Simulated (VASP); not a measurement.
Level of theory: PBE GGA, VASP's PBE PAW potentials (set 64) (plane waves; VASP 6.6.1).

A VASP calculation is set up with these files.

### INCAR
```
SYSTEM = PbO
PREC = Accurate
ENCUT = 400
EDIFF = 1E-6
NELM = 100
ALGO = Normal
LREAL = .FALSE.
LASPH = .TRUE.
ISMEAR = 0
SIGMA = 0.1
GGA = PE
LMAXMIX = 4
LWAVE = .FALSE.
LCHARG = .FALSE.
ISIF = 2
```

### KPOINTS
```
Automatic mesh
0
Gamma
2 2 1
0 0 0
```

File POSCAR:
```
PbO
32.7318680
  0.1197155017   0.0000000000   0.0000000000
  0.0000000000   0.1197155017   0.0000000000
  0.0000000000   0.0000000000   0.5000000000
Pb O
2 2
direct
  0.5000000000   0.0000000000   0.5722820000
  0.0000000000   0.5000000000   0.4277180000
  0.0000000000   0.0000000000   0.5000000000
  0.5000000000   0.5000000000   0.5000000000
```

POTCAR, in this order: Pb_d O (PBE.64 set). Program: vasp_std.

The cell holds a wide vacuum, so values per volume refer to the whole cell. Gaps are read on the run's mesh, which can miss a band edge. Unless said otherwise, spin-orbit coupling is left out, though it shifts the bands of the heavy elements here.

### Question
Predict the energy per atom (σ→0), largest force, band gap (on the k-mesh).

### Answer

* **energy per atom (σ→0)**: -5.311 eV/atom
* **band gap (on the k-mesh)**: 2.74 eV
* **largest force**: 1.174 eV/Å

OSZICAR:
```
...
DAV:  15    -0.212437771983E+02   -0.10928E-03   -0.34402E-05   200   0.728E-02    0.230E-02
DAV:  16    -0.212441158656E+02   -0.33867E-03   -0.16621E-04   208   0.137E-01    0.186E-02
DAV:  17    -0.212441683530E+02   -0.52487E-04   -0.17055E-05   200   0.378E-02    0.966E-03
DAV:  18    -0.212443043861E+02   -0.13603E-03   -0.39650E-05   168   0.513E-02    0.531E-03
DAV:  19    -0.212443140426E+02   -0.96565E-05   -0.31777E-06   136   0.168E-02    0.228E-03
DAV:  20    -0.212443178928E+02   -0.38502E-05   -0.96040E-07   104   0.746E-03    0.895E-04
DAV:  21    -0.212443182876E+02   -0.39486E-06   -0.34895E-07   104   0.932E-03
   1 F= -.21244318E+02 E0= -.21244318E+02  d E =-.485863E-12
```

The cell is a sheet with vacuum, built from a generated structure.
